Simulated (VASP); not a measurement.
# Lattice of MgS (Niningerite), functional by functional, part 2 of 2

Which functional gives which lattice for MgS (Niningerite)? The starting structure is a measured crystal structure from the Crystallography Open Database. The first relaxation on each setting starts from this cell expanded by 3 % in volume.

VASP 6.6.1.

Results so far: PBEsol 17.35 Å³ an atom; LDA 16.75 Å³ an atom; PBE 17.81 Å³ an atom; PBEsol + D3(BJ) 16.72 Å³ an atom.

## Step 6: Relaxation with r2SCAN (continued)

Level of this step: r2SCAN; plane waves and PAW (S, Mg) (VASP).

From OUTCAR (step 6):

```text
  Total        0.0031611      0.0031611      0.0031611     -0.0000000     -0.0000000      0.0000000
  in kB        0.1447085      0.1447085      0.1447085     -0.0000000     -0.0000000      0.0000000
  external PRESSURE =       0.1447085 kB  Pullay stress =       0.0000000 kB

 POSITION                                       TOTAL-FORCE (eV/Angst)
 -----------------------------------------------------------------------------------
      2.59621      2.59621      2.59621        -0.000000      0.000000      0.000000
      0.00000      0.00000      0.00000         0.000000     -0.000000     -0.000000
 -----------------------------------------------------------------------------------
    total drift:                                0.000000      0.000000      0.000000

  FREE ENERGIE OF THE ION-ELECTRON SYSTEM (eV)
  ---------------------------------------------------
  free  energy   TOTEN  =       -15.5100405125 eV

  energy  without entropy=      -15.5100405125  energy(sigma->0) =      -15.51004051

[... 2 parts as in an earlier step ...]

[... 2 further parts left out ...]
[key lines of the parts left out:]
E-fermi :   3.7521
```

With r2SCAN the relaxed cell holds 17.499 Å³ an atom, -0.63 % against the measured cell, with a = 5.192 Å. That is +0.86 % from PBEsol.

## Step 7: Relaxation with r2SCAN + rVV10

rVV10 adds a nonlocal correlation energy for dispersion. This run starts from the cell of an earlier relaxation, which isn't shown; the restart sets up the plane waves anew.

The input, INCAR:

```
SYSTEM = MgS
PREC = Accurate
ENCUT = 450
EDIFF = 1E-06
NELM = 100
ISMEAR = 0
SIGMA = 0.03
LREAL = .FALSE.
ALGO = Normal
METAGGA = R2SCAN
LUSE_VDW = .TRUE.
IVDW_NL = 2
BPARAM = 11.95
CPARAM = 0.0093
LASPH = .TRUE.
NBANDS = 10
LORBIT = 11
LWAVE = .FALSE.
LCHARG = .FALSE.
KPAR = 4
IBRION = 2
NSW = 50
ISIF = 3
EDIFFG = -0.006
```

The input, POSCAR:

```
MgS
1.0
    0.0000000000      2.5899299431      2.5899299431
    2.5899299431      0.0000000000      2.5899299431
    2.5899299431      2.5899299431      0.0000000000
S Mg
1 1
Direct
    0.5000000000      0.5000000000      0.5000000000
    0.0000000000      0.0000000000      0.0000000000
```

The input, KPOINTS:

```
Automatic mesh
0
Gamma
8 8 8
0 0 0
```

Potentials, in the order of the species: S and Mg (PBE family, release 64).

Run with:

```sh
> mpirun -np 4 vasp_std
```

The program printed:

```text
[banner, memory and clock lines left out]
running    4 mpi-ranks, on    1 nodes
[...]
|                                                                             |
|               ----> ADVICE to this user running VASP <----                  |
|                                                                             |
|     You have switched on vdW-DFT.                                           |
|     This routine was written and supplied by Jiri Klimes. We recommend      |
|     that you carefully read and cite the following publications:            |
|       J. Klimes, D.R. Bowler, A. Michelides                                 |
|          J. Phys.: Cond Matt. 22 022201 (2010)                              |
|       J. Klimes, D.R. Bowler, A. Michelides                                 |
|          Phys. Rev. B. 83, 195131 (2011)                                    |
|     and references therein.                                                 |
|                                                                             |

[...]
DAV:   9    -0.152805771003E+02    0.17335E-04   -0.68510E-04   662   0.157E-01    0.130E-01
Total rVV10 correction in eV:      0.2285630    11.7408595
Total rVV10 correction in eV:      0.2285630    11.7408595
Total rVV10 correction in eV:      0.2285630    11.7408595
Total rVV10 correction in eV:      0.2285630    11.7408595
DAV:  10    -0.152805937582E+02   -0.16658E-04   -0.54272E-05   646   0.617E-02    0.170E-02
Total rVV10 correction in eV:      0.2285265    11.7408595
Total rVV10 correction in eV:      0.2285265    11.7408595
Total rVV10 correction in eV:      0.2285265    11.7408595
Total rVV10 correction in eV:      0.2285265    11.7408595
DAV:  11    -0.152805943058E+02   -0.54759E-06   -0.18176E-06   666   0.110E-02
Total rVV10 correction in eV:      0.2285274    11.7408595
Total rVV10 correction in eV:      0.2285274    11.7408595
Total rVV10 correction in eV:      0.2285274    11.7408595
Total rVV10 correction in eV:      0.2285274    11.7408595
Total rVV10 correction in eV:      0.2285298    11.7408595
Total rVV10 correction in eV:      0.2285298    11.7408595
Total rVV10 correction in eV:      0.2285298    11.7408595
Total rVV10 correction in eV:      0.2285298    11.7408595
   1 F= -.15280594E+02 E0= -.15280594E+02  d E =-.152806E+02
[...]
reached required accuracy - stopping structural energy minimisation
```

Elapsed: 54 s, on 4 MPI ranks of AMD EPYC 7R43, shared host; peak memory 0.86 GiB.

OUTCAR, selected parts (step 7):

```text
  Total        0.0007836      0.0007836      0.0007836      0.0000000      0.0000000     -0.0000000
  in kB        0.0361338      0.0361338      0.0361338      0.0000000      0.0000000     -0.0000000
  external PRESSURE =       0.0361338 kB  Pullay stress =       0.0000000 kB

 POSITION                                       TOTAL-FORCE (eV/Angst)
 -----------------------------------------------------------------------------------
      2.58993      2.58993      2.58993         0.000000     -0.000000      0.000000
      0.00000      0.00000      0.00000        -0.000000      0.000000     -0.000000
 -----------------------------------------------------------------------------------
    total drift:                                0.000000      0.000000      0.000000

  FREE ENERGIE OF THE ION-ELECTRON SYSTEM (eV)
  ---------------------------------------------------
  free  energy   TOTEN  =       -15.2805943058 eV

  energy  without entropy=      -15.2805943058  energy(sigma->0) =      -15.28059431

[... 2 parts as in an earlier step ...]

[... 2 further parts left out ...]
[key lines of the parts left out:]
E-fermi :   3.8075
```

With r2SCAN + rVV10 the relaxed cell holds 17.373 Å³ an atom, -1.35 % against the measured cell, with a = 5.180 Å. That is +0.13 % from PBEsol.

## Step 8: The runs compared

| level | volume (Å³/atom) | against the measured cell (%) | a (Å) | pressure left (GPa) | core minutes |
| --- | --- | --- | --- | --- | --- |
| PBEsol | 17.35 | -1.47 | 5.1776 | -0.02 | 1.4 |
| LDA | 16.749 | -4.89 | 5.1171 | -0.01 | 1.2 |
| PBE | 17.808 | 1.13 | 5.2228 | 0.0 | 1.27 |
| PBEsol + D3(BJ) | 16.723 | -5.03 | 5.1145 | 0.0 | 1.53 |
| r2SCAN | 17.499 | -0.63 | 5.1924 | 0.01 | 6.54 |
| r2SCAN + rVV10 | 17.373 | -1.35 | 5.1799 | 0.0 | 13.5 |

Core minutes are wall time times ranks, summed over the relaxations behind a row (those for a bulk modulus apart), on shared hosts.

## Step 9: What came out

| Quantity | Value |
| --- | --- |
| volume, PBEsol | 17.35 Å³/atom |
| volume, LDA | 16.75 Å³/atom |
| volume, PBE | 17.81 Å³/atom |
| volume, PBEsol + D3(BJ) | 16.72 Å³/atom |
| volume, r2SCAN | 17.50 Å³/atom |
| volume, r2SCAN + rVV10 | 17.37 Å³/atom |

In words: Across 6 levels the volume of MgS (Niningerite) spans 6.5 %, from 16.72 Å³ an atom (PBEsol + D3(BJ)) to 17.81 Å³ (PBE). Against the measured volume of the starting structure, r2SCAN comes nearest (-0.6 %) and PBEsol + D3(BJ) lies farthest (-5.0 %). The measured cell holds zero-point expansion and, unless it was taken cold, thermal expansion, which the runs lack, so small differences decide nothing. Adding D3(BJ) to PBEsol changes the volume by -3.6 %. Adding rVV10 to r2SCAN changes the volume by -0.7 %. LASPH is on in some of these runs and off in others, which adds a little to the differences. All runs keep the symmetry of the start, so they can't find a distortion of lower symmetry. Further runs on this material are not shown.

[Lines on the potential files, build, host, timing and source positions are cut from VASP's logs without a mark.]

[Logs are printed without paths, hosts, clocks, repeated set-up lines and the standing remarks that a program may print on its own settings, such as how far it seeks lower states.]

[Hosts, paths, dates, database ids (printed as entryN), source tags and the programs' standing remarks are cut or masked in the printed files.]
